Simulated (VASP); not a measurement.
# ZnNi (Pm-3m) in VASP: notebook

The runs below take ZnNi through single point, relaxation of cell and atoms, with LDA.

All numbers are computed with VASP 6.6.1; they aren't measurements. Logs are shortened: lines on timing, memory, paths and dates and some standing lists are left out, and cuts for length are marked.

**1. The structure**

Symmetry: Pm-3m, No. 221, cubic system. Conventional cell: a = 2.891 Å, b = 2.891 Å, c = 2.891 Å, α = 90.00°, β = 90.00°, γ = 90.00°. Zn (site symmetry m-3m) has 8 Ni at 2.50 Å as nearest neighbours. Around Ni (site symmetry m-3m) lie 8 Zn at 2.50 Å.

**2. Single point, LDA (relaxed again under DFT LDA, scalar-relativistic, plane waves, PAW)**

Contents of INCAR:

```
SYSTEM = ZnNi
PREC = Accurate ; ENCUT = 520
EDIFF = 1E-6 ; ISMEAR = 0
SIGMA = 0.1 ; LREAL = .False.
LASPH = .True. ; NELM = 100
ALGO = Normal ; ISIF = 2
LWAVE = .False. ; LCHARG = .False.
NBANDS = 18
```

Contents of KPOINTS:

```
regular mesh
0
Gamma
  14 14 14
  0 0 0
```

Contents of POSCAR:

```
ZnNi
1.0
    2.8066703237      0.0000000000      0.0000000000
    0.0000000000      2.8066703237      0.0000000000
    0.0000000000      0.0000000000      2.8066703237
Zn Ni
1 1
Direct
    0.5000000000      0.5000000000      0.5000000000
    0.0000000000      0.0000000000      0.0000000000
```

Potentials or basis: VASP PAW LDA potentials, release 64 (Zn, Ni).

Command:

```sh
$ cat potpaw_LDA.64/Zn/POTCAR potpaw_LDA.64/Ni/POTCAR > POTCAR
$ mpirun -np 1 vasp_std > vasp.out
```

OUTCAR:

```text
SYSTEM = ZnNi
   PREC = Accurate
   ENCUT = 520
   EDIFF = 1E-6
   ISMEAR = 0
   LREAL = .False.
   LASPH = .True.
   NELM = 100
   ISIF = 2

 ion  position               nearest neighbor table
   1  0.500  0.500  0.500-   2 2.43   2 2.43   2 2.43   2 2.43   2 2.43   2 2.43   2 2.43   2 2.43

   2  0.000  0.000  0.000-   1 2.43   1 2.43   1 2.43   1 2.43   1 2.43   1 2.43   1 2.43   1 2.43

  LATTYP: Found a simple cubic cell.
 ALAT       =     2.8066703237

  Lattice vectors:

 A1 = (   2.8066703237,   0.0000000000,   0.0000000000)
 A2 = (   0.0000000000,   2.8066703237,   0.0000000000)
 A3 = (   0.0000000000,   0.0000000000,   2.8066703237)

Analysis of symmetry for initial positions (statically):
=====================================================================
 Subroutine PRICEL returns:
 Original cell was already a primitive cell.

 Routine SETGRP: Setting up the symmetry group for a
 simple cubic supercell.

 Subroutine GETGRP returns: Found 48 space group operations
 (whereof 48 operations were pure point group operations)
 out of a pool of 48 trial point group operations.

The static configuration has the point symmetry O_h .

Analysis of symmetry for dynamics (positions and initial velocities):
=====================================================================
 Subroutine PRICEL returns:
 Original cell was already a primitive cell.

 Routine SETGRP: Setting up the symmetry group for a
 simple cubic supercell.

 Subroutine GETGRP returns: Found 48 space group operations
 (whereof 48 operations were pure point group operations)
 out of a pool of 48 trial point group operations.

The dynamic configuration has the point symmetry O_h .

 Subroutine INISYM returns: Found 48 space group operations
 (whereof 48 operations are pure point group operations),
 and found     1 'primitive' translations

----------------------------------------------------------------------------------------

                                     Primitive cell

  volume of cell :      22.1093

  direct lattice vectors                    reciprocal lattice vectors
     2.806670324  0.000000000  0.000000000     0.356294073  0.000000000  0.000000000
     0.000000000  2.806670324  0.000000000     0.000000000  0.356294073  0.000000000
     0.000000000  0.000000000  2.806670324     0.000000000  0.000000000  0.356294073

  length of vectors
     2.806670324  2.806670324  2.806670324     0.356294073  0.356294073  0.356294073

  position of ions in fractional coordinates (direct lattice)
     0.500000000  0.500000000  0.500000000
     0.000000000  0.000000000  0.000000000

  ion indices of the primitive-cell ions
   primitive index   ion index
                 1           1
                 2           2

----------------------------------------------------------------------------------------

 KPOINTS: regular mesh

Automatic generation of k-mesh.
 Grid dimensions read from file:
 generate k-points for:   14   14   14

 Generating k-lattice:

  Cartesian coordinates                     Fractional coordinates (reciprocal lattice)
     0.025449577  0.000000000  0.000000000     0.071428571  0.000000000  0.000000000
     0.000000000  0.025449577  0.000000000     0.000000000  0.071428571  0.000000000
     0.000000000  0.000000000  0.025449577     0.000000000  0.000000000  0.071428571

  Length of vectors
     0.025449577  0.025449577  0.025449577

  Shift w.r.t. Gamma in fractional coordinates (k-lattice)
     0.000000000  0.000000000  0.000000000

 Subroutine IBZKPT returns following result:
 ===========================================

 Found    120 irreducible k-points:

 Following reciprocal coordinates:
            Coordinates               Weight
  0.000000  0.000000  0.000000      1.000000
  0.071429  0.000000  0.000000      6.000000
  0.142857  0.000000  0.000000      6.000000
  0.214286  0.000000  0.000000      6.000000
  0.285714  0.000000  0.000000      6.000000
  0.357143  0.000000  0.000000      6.000000
[... 16 lines left out ...]
  0.285714  0.214286  0.000000     24.000000
  0.357143  0.214286  0.000000     24.000000
 [... further k-points ...]
   k-points           NKPTS =    120   k-points in BZ     NKDIM =    120   number of bands    NBANDS=     18
   number of dos      NEDOS =    301   number of ions     NIONS =      2
   total plane-waves  NPLWV =  13824
   dimension x,y,z NGX =    24 NGY =   24 NGZ =   24
   dimension x,y,z NGXF=    48 NGYF=   48 NGZF=   48
   ions per type =               1   1
   NGX,Y,Z   is equivalent  to a cutoff of  14.22, 14.22, 14.22 a.u.
   NGXF,Y,Z  is equivalent  to a cutoff of  28.43, 28.43, 28.43 a.u.
 SYSTEM =  ZnNi
   PREC   = accura    normal or accurate (medium, high low for compatibility)
   ISTART =      0    job   : 0-new  1-cont  2-samecut
   ICHARG =      2    charge: 1-file 2-atom 10-const
   ISPIN  =      1    spin polarized calculation?
   LNONCOLLINEAR =      F non collinear calculations
   LSORBIT =      F    spin-orbit coupling
   LASPH  =      T    aspherical Exc in radial PAW
   ENCUT  =  520.0 eV  38.22 Ry    6.18 a.u.   5.22  5.22  5.22*2*pi/ulx,y,z
   NELM   =    100;   NELMIN=  2; NELMDL= -5     # of ELM steps
   EDIFF  = 0.1E-05   stopping-criterion for ELM
   LREAL  =      F    real-space projection
   EDIFFG = 0.1E-04   stopping-criterion for IOM
   NSW    =      0    number of steps for IOM
   IBRION =     -1    ionic relax: 0-MD 1-quasi-New 2-CG
   NFREE  =      0    steps in history (QN), initial steepest desc. (CG)
   ISIF   =      2    stress and relaxation
   ISYM   =      2    0-nonsym 1-usesym 2-fastsym
   POTIM  = 0.5000    time-step for ionic-motion
   TEBEG  =    0.0;   TEEND  =   0.0 temperature during run
   PSTRESS=    0.0 pullay stress
   NELECT =      22.0000    total number of electrons
   NUPDOWN=      -1.0000    fix difference up-down
   EMIN   =  10.00;   EMAX   =-10.00  energy-range for DOS
   EFERMI =   0.00;   METHOD = LEGACY
   ISMEAR =     0;   SIGMA  =   0.10  broadening in eV -4-tet -1-fermi 0-gaus
   EFERMI_NEDOS =   21; number of points for ismear=-14 and -15
   IALGO  =     38    algorithm
   IMIX   =      4    mixing-type and parameters
     AMIX     =   0.40;   BMIX     =  1.00
     AMIX_MAG =   1.60;   BMIX_MAG =  1.00
  volume/ion in A,a.u.               =      11.05        74.60
  Fermi-wavevector in a.u.,A,eV,Ry     =   1.634397  3.088563 36.344628  2.671255
  Thomas-Fermi vector in A             =   2.726043
   LORBIT       =      0    0 simple, 1 ext, 2 COOP (PROOUT), +10 PAW based schemes
   GGA     = CA    functional components
   LHFCALC =     F    Hartree Fock is set to
   AEXX    =    0.0000 exact exchange contribution
   IVDW    =     0    specifies the selected vdW correction
   LEPSILON=     F    determine dielectric tensor
   LRPA    =     F    only Hartree local field effects (RPA)
 non-spin polarized calculation
 Gauss-broadening in eV      SIGMA  =   0.10
  energy-cutoff  :      520.00
  volume of cell :       22.11
 maximum number of plane-waves:       624
 NGX is ok and might be reduce to    24
   NGX = 11   NGY = 11   NGZ = 11

 number of electron      22.0000005 magnetization

 Free energy of the ion-electron system (eV)
  ---------------------------------------------------
  ext. energy  EPLUGINS =         0.00000000
  ---------------------------------------------------
  free energy    TOTEN  =        -9.02940627 eV

  energy without entropy =       -9.02329397  energy(sigma->0) =       -9.02635012

 E-fermi :   6.8356     XC(G=0): -13.5894

 val. band max:        6.8248168564   @ k =   0.4286   0.0714   0.0714
 cond. band min:       6.8370506148   @ k =   0.5000   0.2857   0.1429
 fundamental gap:      0.0122337584
 Fermi energy:         6.8356091501

 k-point     1 :       0.0000    0.0000    0.0000
  band No.  band energies     occupation
      1      -3.9378      2.00000
      2      -1.1701      2.00000
      3      -1.1701      2.00000
      4      -0.2284      2.00000
      5      -0.2284      2.00000
      6      -0.2284      2.00000
[... 10 lines left out ...]
     17      22.7754      0.00000
     18      32.3041      0.00000

 k-point     2 :       0.0714    0.0000    0.0000
  band No.  band energies     occupation
      1      -3.8348      2.00000
      2      -1.1552      2.00000
      3      -1.1438      2.00000
      4      -0.2389      2.00000
      5      -0.2389      2.00000
      6      -0.2230      2.00000
[... 10 lines left out ...]
     17      23.2394      0.00000
     18      31.3259      0.00000

 k-point     3 :       0.1429    0.0000    0.0000
  band No.  band energies     occupation
      1      -3.5300      2.00000
      2      -1.1129      2.00000
      3      -1.0672      2.00000
      4      -0.2684      2.00000
      5      -0.2684      2.00000
      6      -0.2079      2.00000
[... 10 lines left out ...]
     17      24.9551      0.00000
     18      29.6367      0.00000

 k-point     4 :       0.2143    0.0000    0.0000
  band No.  band energies     occupation
      1      -3.0385      2.00000
      2      -1.0508      2.00000
      3      -0.9436      2.00000
      4      -0.3107      2.00000
      5      -0.3107      2.00000
      6      -0.1858      2.00000
[... 375 lines left out ...]
      4      -0.3616      2.00000
      5      -0.3450      2.00000
      6      -0.2558      2.00000
[... 10 lines left out ...]
     17      26.7537      0.00000
     18      28.0283      0.00000

 k-point    23 :       0.2857    0.2143    0.0000
  band No.  band energies     occupation
      1      -1.7405      2.00000
      2      -0.9024      2.00000
      3      -0.6377      2.00000
      4      -0.4053      2.00000
      5      -0.2807      2.00000
      6      -0.2215      2.00000
[... 10 lines left out ...]
     17      27.0023      0.00000
     18      27.1675      0.00000

 k-point    24 :       0.3571    0.2143    0.0000
  band No.  band energies     occupation
      1      -1.3402      2.00000
      2      -0.8941      2.00000
      3      -0.5790      2.00000
      4      -0.4500      2.00000
      5      -0.2974      2.00000
      6       0.2480      2.00000
[... 10 lines left out ...]
     17      25.3511      0.00000
     18      25.8791      0.00000

 [... further k-points ...]

------------------------ aborting loop because EDIFF is reached ----------------------------------------

  FORCE on cell =-STRESS in cart. coord.  units (eV):
  Direction    XX          YY          ZZ          XY          YZ          ZX
  --------------------------------------------------------------------------------------
  -------------------------------------------------------------------------------------
  Total        0.1439515      0.1439515      0.1439515      0.0000000      0.0000000     -0.0000000
  in kB       10.4316420     10.4316420     10.4316420      0.0000000      0.0000000     -0.0000000
  external PRESSURE =      10.4316420 kB  Pullay stress =       0.0000000 kB

 VOLUME and BASIS-vectors are now :
 -----------------------------------------------------------------------------
  energy-cutoff  :      520.00
  volume of cell :       22.11
      direct lattice vectors                 reciprocal lattice vectors
     2.806670324  0.000000000  0.000000000     0.356294073  0.000000000  0.000000000
     0.000000000  2.806670324  0.000000000     0.000000000  0.356294073  0.000000000
     0.000000000  0.000000000  2.806670324     0.000000000  0.000000000  0.356294073

 POSITION                                       TOTAL-FORCE (eV/Angst)
 -----------------------------------------------------------------------------------
      1.40334      1.40334      1.40334         0.000000      0.000000      0.000000
      0.00000      0.00000      0.00000         0.000000      0.000000      0.000000
 -----------------------------------------------------------------------------------
    total drift:                                0.000000      0.000000     -0.000000

  FREE ENERGIE OF THE ION-ELECTRON SYSTEM (eV)
  ---------------------------------------------------
  free  energy   TOTEN  =        -9.0294062677 eV

  energy  without entropy=       -9.0232939749  energy(sigma->0) =       -9.02635012
```

Run time: 18 s. Hardware: 1 thread of Intel Xeon Platinum 8488C (Sapphire Rapids), shared host; peak memory 0.16 GiB.

What came out:

| Property | Result |
| --- | --- |
| Free energy | -9.0294 eV |
| Pressure | 1.0 GPa |
| Band gap on the k mesh | none (metal or under the smearing width) |

Levels at points of the mesh, in eV from the Fermi level:
```tsv
k point	band 9	band 10	band 11	band 12	band 13	band 14
(0.00, 0.00, 0.00)	-1.04	-1.04	-1.04	7.52	7.52	7.52
(0.50, 0.00, 0.00)	-1.94	-1.94	-1.15	-0.18	13.85	13.85
(0.50, 0.50, 0.00)	-1.60	-1.30	-1.30	-0.72	3.85	4.20
(0.50, 0.50, 0.50)	-0.69	-0.69	5.24	5.69	5.69	5.69
```

**3. Relaxation of cell and atoms, LDA**

Contents of INCAR:

```
SYSTEM = ZnNi
PREC     = Accurate       ! precision mode
ENCUT    = 600            ! plane-wave cutoff, eV
EDIFF    = 1E-6           ! SCF threshold, eV
ISMEAR   = 0              ! smearing method
SIGMA    = 0.1            ! smearing width, eV
LREAL    = .False.        ! projectors in reciprocal space
LASPH    = .True.         ! aspherical terms in the spheres
NELM     = 100            ! most SCF steps
ALGO     = Normal         ! electronic algorithm
ISIF     = 3              ! what is computed and relaxed
LWAVE    = .False.        ! write WAVECAR
LCHARG   = .False.        ! write CHGCAR
IBRION   = 2              ! ionic algorithm
NSW      = 70             ! ionic steps
EDIFFG   = -0.005         ! ionic threshold
```

Contents of KPOINTS:

```
Automatic mesh
0
Gamma
  14 14 14
  0 0 0
```

Contents of POSCAR:

```
ZnNi
1.0
    2.8907191364      0.0000000000      0.0000000000
    0.0000000000      2.8907191364      0.0000000000
    0.0000000000      0.0000000000      2.8907191364
Zn Ni
1 1
Direct
    0.5000000000      0.5000000000      0.5000000000
    0.0000000000      0.0000000000      0.0000000000
```

Potentials or basis: VASP PAW LDA potentials, release 64 (Zn, Ni).

Command:

```sh
$ cat potpaw_LDA.64/Zn/POTCAR potpaw_LDA.64/Ni/POTCAR > POTCAR
$ mpirun -np 1 vasp_std > vasp.out
```

Wall time 43 s (1 thread of Intel Xeon Platinum 8488C (Sapphire Rapids), shared host); peak memory 0.18 GiB.

The run converged. Its results:

```
Free energy                            : -9.0307 eV
Relaxed volume                         : 11.11 Å³/atom
Relaxed cell                           : a = 2.812 Å, b = 2.812 Å, c = 2.812 Å, α = 90.00°, β = 90.00°, γ = 90.00°
Space group after relaxing (to 0.05 Å) : Pm-3m (No. 221)
Energy gained by relaxing              : 42.6 meV/atom
Ionic steps                            : 3
Pressure after relaxing                : -0.1 GPa
Band gap on the k mesh                 : none (metal or under the smearing width)
```

Step by step:
| step | energy change (eV) | largest force (eV/Å) | pressure (GPa) | volume (Å³) |
| --- | --- | --- | --- | --- |
| 1 | 0.0000 | 0.0000 | -12.90 | 24.16 |
| 2 | -0.0342 | 0.0000 | 13.36 | 20.91 |
| 3 | -0.0853 | 0.0000 | -0.05 | 22.23 |

Final structure:
```
CELL_PARAMETERS angstrom
2.81159 0.00000 0.00000
0.00000 2.81159 0.00000
0.00000 0.00000 2.81159
ATOMIC_POSITIONS crystal
Zn 0.50000 0.50000 0.50000
Ni 0.00000 0.00000 0.00000
```

Levels at points of the mesh, in eV from the Fermi level:
```tsv
k point	band 9	band 10	band 11	band 12	band 13	band 14
(0.00, 0.00, 0.00)	-1.04	-1.04	-1.04	7.49	7.49	7.49
(0.50, 0.00, 0.00)	-1.92	-1.92	-1.14	-0.18	13.80	13.80
(0.50, 0.50, 0.00)	-1.58	-1.29	-1.29	-0.71	3.82	4.18
(0.50, 0.50, 0.50)	-0.68	-0.68	5.20	5.67	5.67	5.67
```

Spin polarisation is off, so any magnetic state and its effect on volume and gap are missing. LDA usually gives volumes a few per cent too small.
